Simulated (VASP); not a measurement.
Computed with vdW-DF2, VASP's PBE PAW potentials (set 64) (plane waves; VASP).

The input files of a VASP run:

**INCAR**
```
SYSTEM = Rh
PREC = Accurate
ENCUT = 520
EDIFF = 1E-7
NELM = 100
ALGO = Normal
LREAL = .FALSE.
LASPH = .TRUE.
ISMEAR = 1
SIGMA = 0.1
GGA = ML
ZAB_VDW = -1.8867
LUSE_VDW = .TRUE.
AGGAC = 0.0
LMAXMIX = 4
LWAVE = .FALSE.
LCHARG = .FALSE.
ISIF = 2
```

File POSCAR:
```
Rh
1
    0.0000000000     1.9320733977     1.9320733977
    1.9320733977     0.0000000000     1.9320733977
    1.9320733977     1.9320733977     0.0000000000
Rh
1
Direct
  0.0000000000   0.0000000000   0.0000000000
```

File KPOINTS:
```
kpoints
0
Gamma
16 16 16
0 0 0
```

POTCAR, in this order: Rh_pv (PBE.64 set). Program: vasp_std.

Q: What will the output report for the number of irreducible k-points (NKPTS), largest plane-wave count, number of space-group operations, FFT grid (NGX, NGY, NGZ)?

A: 
```yaml
number of irreducible k-points (NKPTS): 145
largest_plane_wave_count: 399
number_of_space_group_operations: 48
FFT grid (NGX, NGY, NGZ): 20 × 20 × 20
```

The compound is Rh in the fcc structure. This cell is one point of a volume scan, at 0.94 of the reference volume.
